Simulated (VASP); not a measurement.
Data:

```xyz
2
Lattice="0.0000 3.0969 3.0969 3.0969 0.0000 3.0969 3.0969 3.0969 0.0000" Properties=species:S:1:pos:R:3 pbc="T T T"
In     0.0000     0.0000     0.0000
As     1.5485     1.5485     1.5485
```

The numbers are results of RPBE GGA, VASP's PBE PAW potentials (set 64) (plane waves; VASP), not measurements. Run with 520 eV cut-off, 10×10×10 Γ-centred mesh, first-order Methfessel-Paxton smearing of 0.10 eV, potentials In_d As.

Unless said otherwise, spin-orbit coupling is left out, though it shifts the bands of the heavy elements here.

### Question
Predict the energy per atom (σ→0), pressure, band gap (on the k-mesh) with the smallest direct gap where there is one.

### Answer

```json
{
  "band gap (on the k-mesh)": "none (metal, semimetal or under 0.01 eV)",
  "energy per atom (σ→0)": "-339.9 kJ/mol-atom",
  "pressure": "1.42 GPa"
}
```

Total energies compare only between runs with the same potentials, cut-off and functional.

The compound is InAs in the zinc blende structure. This cell is one point of a volume scan, at 0.97 of the reference volume.
